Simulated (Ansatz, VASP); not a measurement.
# Cross-check of YBiS3 between VASP and Ansatz

Wanted: the spread between two codes on one cell, functional and k mesh. The cell is generated by rule, not measured, and may not be a known phase. The cell is taken from a series of runs on this material, whose earlier steps may have relaxed, scaled, displaced or heated it; both programs get it as it stands.

Main program and level: Ansatz 0.2.0; plane waves, with VASP 6.6.1 beside it; relaxation of cell and atoms at PBEsol.

The structure was built from a prototype and need not be the compound's stable phase.

### Step 1. Starting point

Symmetry: Pm-3m, No. 221, cubic system. The conventional cell has a = 5.100 Å, b = 5.100 Å, c = 5.100 Å, α = 90.00°, β = 90.00°, γ = 90.00°. Nearest to Bi lie 12 S at 3.61 Å. Nearest to Y lie 6 S at 2.55 Å. S has 2 Y at 2.55 Å nearest. Farther neighbours and most contacts between anions are not listed.

Structure file:

```cif
data_structure
_symmetry_space_group_name_H-M 'Pm-3m'
_symmetry_Int_Tables_number 221
_cell_length_a 5.1005
_cell_length_b 5.1005
_cell_length_c 5.1005
_cell_angle_alpha 90.000
_cell_angle_beta 90.000
_cell_angle_gamma 90.000
_cell_volume 132.69
loop_
_atom_site_label
_atom_site_type_symbol
_atom_site_symmetry_multiplicity
_atom_site_Wyckoff_symbol
_atom_site_fract_x
_atom_site_fract_y
_atom_site_fract_z
_atom_site_occupancy
Bi1 Bi 1 a 0.00000 0.00000 0.00000 1
Y1 Y 1 b 0.50000 0.50000 0.50000 1
S1 S 3 c 0.50000 0.50000 0.00000 1
```

### Step 2. Ansatz: relaxation of cell and atoms, PBEsol

Ansatz runs on its PAW soft_1 files.

The relaxed volume is the usual yardstick between codes: in a stiff, nearly cubic crystal its relative difference is about their pressure difference at one cell divided by the bulk modulus.

Contents of input.yaml:

```yaml
crystal:
  lattice:
    - [5.100470251, 0.0, 0.0]
    - [0.0, 5.100470251, 0.0]
    - [0.0, 0.0, 5.100470251]
  atoms:
    - { symbol: Bi, position: [0.0, 0.0, 0.0] }
    - { symbol: "Y", position: [0.5, 0.5, 0.5] }
    - { symbol: S, position: [0.5, 0.5, 0.0] }
    - { symbol: S, position: [0.5, 0.0, 0.5] }
    - { symbol: S, position: [0.0, 0.5, 0.5] }
kpoints:
  mp_grid: { grid: [8, 8, 8] }
hamiltonian:
  xc: pbesol
  pseudopotentials: { kind: paw, azcp: { folder: soft_1 }, xc_functional: pbe }
scf:
  occupations: { method: gaussian, width: 0.1 }
output:
  forces: true
  stress: true
  eigenvalues: true
relax:
  adjacent_minimum: "off"
  f_tol: 0.005
  max_steps: 80
  cell: { stress_tol: 0.05 }
```

On the command line:

```sh
$ ansatz run input.yaml --threads 8 --pin off --max-ram 16384MiB --backend cpu --events-out ev --progress --plain --runs-dir out
```

Numbers of over 12 decimals in the logs are rounded to 6 here.

The program printed:

```text
Engine: ansatz 0.2.0, x86_64-unknown-linux-gnu
Pseudopotentials: kind: paw
Pseudopotential: Bi, paw, valence charge 15, recommended cutoff 420 eV (normal), soft_1/Bi.paw.azcp
Pseudopotential: Y, paw, valence charge 11, recommended cutoff 420 eV (normal), soft_1/Y.paw.azcp
Pseudopotential: S, paw, valence charge 6, recommended cutoff 420 eV (normal), soft_1/S.paw.azcp
Functional definition: PBEsol
  exchange = pbesol_x
  correlation = pbesol_c
Crystal: 5 atoms, lattice volume = 132.688 Å³
Basis set: ecut = 420 eV, 2553 PW (Γ), exchange–correlation on 72×72×72 points (8 copies of the dense FFT grid, shifted against one another)
Bands: 27, of which v1, the nominal top of the filled ones, is band 22 counted from 1 (21 counted from 0)
Symmetry: 48 space group operations
Space group: Pm-3m (ITA 221), of the structure as read, at distance tolerance 5.1e-5 Å
k-points: 35 of 512
Non-local potential: Bi, projectors of the file, l = 0: 2, l = 1: 2, l = 2: 2, l = 3: 1
Non-local potential: Y, projectors of the file, l = 0: 3, l = 1: 2, l = 2: 2, l = 3: 1
Non-local potential: S, projectors of the file, l = 0: 2, l = 1: 2, l = 2: 1
PAW form: soft (Blöchl's): semilocal exchange-correlation on the pseudo side does not see the compensation charge
PAW frozen core: Bi, regenerated for the run's functional, and the local potential with it (the file was generated under x = pbe(κ = 0.804, μ = 0.219515), c = pbe(β = 0.066725))
PAW frozen core: Y, regenerated for the run's functional, and the local potential with it (the file was generated under x = pbe(κ = 0.804, μ = 0.219515), c = pbe(β = 0.066725))
PAW frozen core: S, regenerated for the run's functional, and the local potential with it (the file was generated under x = pbe(κ = 0.804, μ = 0.219515), c = pbe(β = 0.066725))
PAW one-centre angular grid: Bi, 590 points (default); XC on 64 Gauss nodes
PAW one-centre angular grid: Y, 590 points (default); XC on 64 Gauss nodes
PAW one-centre angular grid: S, 110 points (default); XC on 64 Gauss nodes
Initial density: superposition of atomic densities (chi_scale 0.1, normalization cell, long waves kept (reshape's long-wave potential 0.00 eV rms))
Initial wavefunctions: pseudopotential atomic-orbital guess
Functional: x = pbesol(κ = 0.804, μ = 0.123457), c = pbesol(β = 0.046)
SCF iter   1: F=—  HF=-18701.050810 eV  |F-HF|=—  |Δ(HF+E_count)|=         —  Δρ=4.91e-2  dr2=1.38e1  ethr=3.10e-3  ⟨swp⟩=7.0  Hψ=4496  notcnv=0
preconditioner: auto → Resta (q_TF=auto, 2.270 Å⁻¹)  ε∞=5.8  [insulator: Δε(μ)=0.950 eV  Ē_g=7.492 eV  σ=0.100 eV  W_gap=1.00  n_scr=26 (ndim 8)  ℏωp=16.4 eV  f_vac=0.000  D(μ)=0.00/eV (n_scr^D=0)  ε∞_Penn≈5.8]
SCF iter   2: F=—  HF=-18697.632121 eV  |F-HF|=—  |Δ(HF+E_count)|=    3.42e0  Δρ=2.50e-2  dr2=3.38e0  ethr=3.10e-3  ⟨swp⟩=3.3  Hψ=2075  notcnv=0  defer=32
preconditioner: auto → Kerker (q_TF=auto, 2.270 Å⁻¹)  [metal: Δε(μ)=0.067 eV  Ē_g=7.134 eV  σ=0.100 eV  W_gap=0.36  n_scr=26 (ndim 8)  ℏωp=16.4 eV  f_vac=0.000  D(μ)=0.54/eV (n_scr^D=0)]
SCF iter   3: F=—  HF=-18697.011623 eV  |F-HF|=—  |Δ(HF+E_count)|=   6.20e-1  Δρ=2.16e-2  dr2=1.84e0  ethr=3.10e-3  ⟨swp⟩=3.8  Hψ=1847  notcnv=0  defer=25
SCF iter   4: F=—  HF=-18696.787710 eV  |F-HF|=—  |Δ(HF+E_count)|=   2.24e-1  Δρ=2.94e-3  dr2=2.68e-2  ethr=3.10e-3  ⟨swp⟩=2.5  Hψ=1188  notcnv=0  defer=16
SCF iter   5: F=—  HF=-18696.786798 eV  |F-HF|=—  |Δ(HF+E_count)|=   9.12e-4  Δρ=1.25e-3  dr2=5.16e-3  ethr=6.09e-5  ⟨swp⟩=1.9  Hψ=1166  notcnv=0  defer=15
SCF iter   6: F=—  HF=-18696.786463 eV  |F-HF|=—  |Δ(HF+E_count)|=   3.35e-4  Δρ=5.22e-4  dr2=9.18e-4  ethr=1.17e-5  ⟨swp⟩=1.7  Hψ=1234  notcnv=0  defer=15
SCF iter   7: F=—  HF=-18696.786400 eV  |F-HF|=—  |Δ(HF+E_count)|=   6.29e-5  Δρ=2.72e-4  dr2=3.03e-4  ethr=2.09e-6  ⟨swp⟩=1.1  Hψ=935  notcnv=0  defer=15
SCF iter   8: F=—  HF=-18696.786366 eV  |F-HF|=—  |Δ(HF+E_count)|=   3.35e-5  Δρ=5.91e-5  dr2=1.57e-5  ethr=6.88e-7  ⟨swp⟩=1.2  Hψ=946  notcnv=0  defer=15
SCF iter   9: F=—  HF=-18696.786388 eV  |F-HF|=—  |Δ(HF+E_count)|=   2.17e-5  Δρ=1.71e-5  dr2=1.41e-6  ethr=3.57e-8  ⟨swp⟩=1.9  Hψ=1073  notcnv=0  defer=15
SCF iter  10: F=-18696.786388 eV  HF=-18696.786388 eV  |F-HF|=2.98e-10  |Δ(HF+E_count)|=   1.22e-7  Δρ=1.18e-6  dr2=1.45e-9  ethr=2.27e-10  ⟨swp⟩=8.6  Hψ=5055  notcnv=0
SCF 1 converged in 10 iterations: F = -18696.786388 eV  dr2 = 1.45e-9
  greatest PAW one-centre occupation: 0.993 electrons in one spin orbital (limit 2), on the Y atom at site 1 (counted from 0), in its partial waves of l = 0
relax step   1: F+E_penalty+E_count = -18696.78638774 eV  Δ(F+E_penalty+E_count) = +0.000e0 eV  max|allowed force component| = 2.703e-29 eV/Å  Δτ_max = 0.0000 Å  P = -0.000 GPa  Ω = 132.688 Å³  (10 SCF iters, dr2 threshold 1.00e-7 eV, accepted)
Initial density: handed on by an earlier stage of this run
Initial wavefunctions: pseudopotential atomic-orbital guess (no wavefunctions were taken with the density)
[...]
eigensolver tolerance schedule: the retry pair's looser diagonalisation over-reported the residual by 59618.98 of it (diagonalisation noise at an unbounded share of the residual, at the tolerance the schedule requests for it); recorded, not acted on — ethr = c·dr2/N_el stays at c = 1.0e-1
preconditioner: auto → Kerker (q_TF=auto, 2.270 Å⁻¹)  [metal: Δε(μ)=0.008 eV  Ē_g=7.038 eV  σ=0.100 eV  W_gap=0.04  n_scr=26 (ndim 8)  ℏωp=16.4 eV  f_vac=0.000  D(μ)=4.12/eV (n_scr^D=26)]
[...]
SCF iter   3: F=—  HF=-18696.786388 eV  |F-HF|=—  |Δ(HF+E_count)|=  3.27e-11  Δρ=7.07e-7  dr2=4.87e-10  ethr=2.56e-12  ⟨swp⟩=1.0  Hψ=945  notcnv=0
iter 4 did not close the SCF: its close was put off for the readings that it lacked (scf_convergence_deferred on its scf_iter line)
SCF iter   4: F=-18696.786388 eV  HF=-18696.786388 eV  |F-HF|=7.28e-12  |Δ(HF+E_count)|=  5.09e-11  Δρ=1.03e-7  dr2=1.75e-11  ethr=1.11e-12  ⟨swp⟩=2.3  Hψ=1694  notcnv=0
iter 5 did not close the SCF: its close was put off for the readings that it lacked (scf_convergence_deferred on its scf_iter line)
SCF iter   5: F=-18696.786388 eV  HF=-18696.786388 eV  |F-HF|=3.64e-12  |Δ(HF+E_count)|=    0.00e0  Δρ=6.04e-8  dr2=2.25e-12  ethr=1.00e-12  ⟨swp⟩=1.0  Hψ=945  notcnv=0
iter 6 did not close the SCF: its close was put off for the readings that it lacked (scf_convergence_deferred on its scf_iter line)
SCF iter   6: F=-18696.786388 eV  HF=-18696.786388 eV  |F-HF|=7.28e-12  |Δ(HF+E_count)|=  3.64e-12  Δρ=1.40e-8  dr2=1.31e-13  ethr=1.00e-12  ⟨swp⟩=1.0  Hψ=945  notcnv=0
iter 7 did not close the SCF: its close was put off for the readings that it lacked (scf_convergence_deferred on its scf_iter line)
SCF iter   7: F=-18696.786388 eV  HF=-18696.786388 eV  |F-HF|=3.64e-12  |Δ(HF+E_count)|=  7.28e-12  Δρ=4.55e-9  dr2=1.64e-14  ethr=1.00e-12  ⟨swp⟩=1.0  Hψ=945  notcnv=0
SCF iter   8: F=-18696.786388 eV  HF=-18696.786388 eV  |F-HF|=0.00e0  |Δ(HF+E_count)|=    0.00e0  Δρ=2.18e-9  dr2=4.41e-15  ethr=1.00e-12  ⟨swp⟩=2.1  Hψ=2196  notcnv=0
SCF 2 converged in 8 iterations: F = -18696.786388 eV  dr2 = 4.41e-15
relax step   2: F+E_penalty+E_count = -18696.78638774 eV  Δ(F+E_penalty+E_count) = -3.347e-10 eV  max|allowed force component| = 2.282e-29 eV/Å  Δτ_max = 0.0000 Å  P = -0.000 GPa  Ω = 132.688 Å³  stress off target by 2.14e-4 GPa  SCF on the basis re-selected at this cell (its energy is not comparable with the rows above)  (8 SCF iters)
basis re-selected at this cell: Δ(F+E_penalty+E_count) = -3.347e-10 eV, ΔP = +0.000 GPa vs the last step (what re-selecting the basis moved, of the pressure what is left beyond the Pulay correction that the steps carried, after the strain that the cell walked since its last selection, with what the two solves' SCF thresholds leave and, on support functions, any second-order correction that the steps lacked; it is no  [...]
SCF converged after 8 iterations
Free energy (F): -18696.786388 eV
Harris-Foulkes:  -18696.786388 eV  (|F-HF|=0.00e0)
Internal energy: -18696.765811 eV  (E = F + TS)
E sigma→0 (E₀):  -18696.776099 eV
Entropy (-TS):   -0.020577 eV (-4.115 meV/atom)
Fermi energy:    6.525409 eV
--- Per-component energies (eV) ---
  E_band       = -282.467570
  E_kinetic    = 882.501488
  E_local      = -2468.303708  (includes V_loc(G=0)·N_el)
  E_nonlocal   = 542.449920
  E_hartree    = 851.434202
  E_xc         = -590.812118
  E_vxc        = -582.137709  (∫ρ·V_xc dr)
  E_paw        = -15047.292991  (= ΣΔE_a)
  E_vpaw       = -359.846186  (= ΣTr[D̂ρ^β])
  E_aug_tail   = 0.000220  (compensation charges beyond the density's cutoff)
  E_ewald      = -2867.167240
  E_core_change = 0.424416  (= ΣΔE_core)
  E_smearing   = -0.020577  (= −TS)
  E_closure    = 0.000000  (closes the sum)
  Σ components = -18696.786388   (vs F -18696.786388, Δ=0.00e0)
--- Forces (eV/Å), atoms counted from 1 ---
  atom   1  Bi    -0.00000000     0.00000000    -0.00000000
  atom   2  Y      0.00000000    -0.00000000     0.00000000
  atom   3  S      0.00000000     0.00000000     0.00000000
  atom   4  S      0.00000000     0.00000000    -0.00000000
  atom   5  S      0.00000000     0.00000000    -0.00000000
  max |Σ_I F_I| component: 5.94e-29 eV/Å
--- Stress (GPa, compression-positive) ---
       -0.000214       0.000000       0.000000
        0.000000      -0.000214       0.000000
        0.000000       0.000000      -0.000214
  P = ⅓ Tr σ = -0.0002 GPa (-0.002 kbar)
--- Band table (eV; the first three rows and the last of 35) ---
  k-point 0: bands = [... 18 lower, 5.5926, 6.1571, 6.1571, 6.1571, 8.3255, 8.3255, 8.3255, 8.9986, ... 1 higher]
  k-point 1: bands = [... 18 lower, 5.5254, 5.8061, 6.1137, 6.1137, 7.9635, 8.1976, 8.1976, 9.0192, ... 1 higher]
  k-point 2: bands = [... 18 lower, 5.1892, 5.3740, 6.1196, 6.1196, 7.2204, 7.8941, 7.8941, 9.0707, ... 1 higher]
  k-point 34: bands = [... 18 lower, 3.8648, 6.6841, 6.6841, 6.6841, 8.1205, 8.1205, 8.1205, 12.6775, ... 1 higher]
--- Relaxed structure (1 steps of the walk, 1 accepted, 1 SCFs on fresh bases) ---
  F+E_penalty+E_count = -18696.78638774 eV   max|allowed force component| = 2.282e-29 eV/Å   (the final SCF, on the basis selected at the relaxed cell)
  cell:  # Å, volume = 132.6877 Å³
    - [5.100470251, 0.0, 0.0]
    - [0.0, 5.100470251, 0.0]
    - [0.0, 0.0, 5.100470251]
  atoms:
    - { symbol: Bi, position: [0.0, 0.0, 0.0] }
    - { symbol: Y, position: [0.500000, 0.500000, 0.500000] }
    - { symbol: S, position: [0.500000, 0.500000, 0.0] }
    - { symbol: S, position: [0.500000, 0.0, 0.500000] }
    - { symbol: S, position: [0.0, 0.500000, 0.500000] }
```

[end of part 1 of 2]

[Lines on the potential files, build, host, timing and source positions are cut from VASP's logs without a mark.]

[Logs are printed without paths, hosts, clocks, repeated set-up lines and the standing remarks that a program may print on its own settings, such as how far it seeks lower states.]

[Hosts, paths, dates, database ids (printed as entryN), source tags and the programs' standing remarks are cut or masked in the printed files.]
